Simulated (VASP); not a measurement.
Energy against volume of NiSb (NiAs type). These are RPBE GGA, VASP's PBE PAW potentials (set 64) (plane waves; VASP) values and carry that method's errors. Settings: 520 eV cut-off, 9×9×6 Γ-centred mesh, first-order Methfessel-Paxton smearing of 0.10 eV, potentials Ni Sb.

Shape and ions are relaxed at each volume.

```
V (Å³/atom)  E (eV/atom)
-----------  -----------
17.564          -4.61142
18.107          -4.61601
18.650          -4.61026
19.193          -4.59589
```

Question: Fit these four points and predict the energy of the run at 17.020 Å³/atom.

Answer: A cubic in V^(−2/3), the third-order Birch-Murnaghan form, passes through the four points with V0 = 18.06 Å³/atom and B0 = 103 GPa, and gives -4.5944 eV/atom there. The run gave -4.5946 eV/atom, -0.2 meV/atom from the fit; all five points give B0 = 102 GPa.

The compound is NiSb in the NiAs type structure. It was relaxed first, which changed the volume by +5 %. The run is not spin-polarised, so no magnetic state was tried.
